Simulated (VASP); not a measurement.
```
KF
1.0
    0.00000     2.76346     2.76346
    2.76346     0.00000     2.76346
    2.76346     2.76346     0.00000
K F
1 1
Cartesian
  0.00000   0.00000   0.00000
  2.76346   2.76346   2.76346
```

Level of theory: PBE GGA, VASP's PBE PAW potentials (set 64) (plane waves; VASP). Settings: 520 eV cut-off, 8×8×8 Γ-centred mesh, Gaussian smearing of 0.050 eV, potentials K_sv F.

Q: Estimate the energy per atom (σ→0), pressure, band gap (on the k-mesh) with the smallest direct gap where there is one.

A: 
```yaml
band gap (on the k-mesh): 5.67 eV
smallest direct gap (on the k-mesh): 5.67 eV
energy per atom (σ→0): -4.145 eV/atom
pressure: -14.9 kbar
```

The compound is KF in the rock salt structure. This cell is one point of a volume scan, at 1.06 of the reference volume.
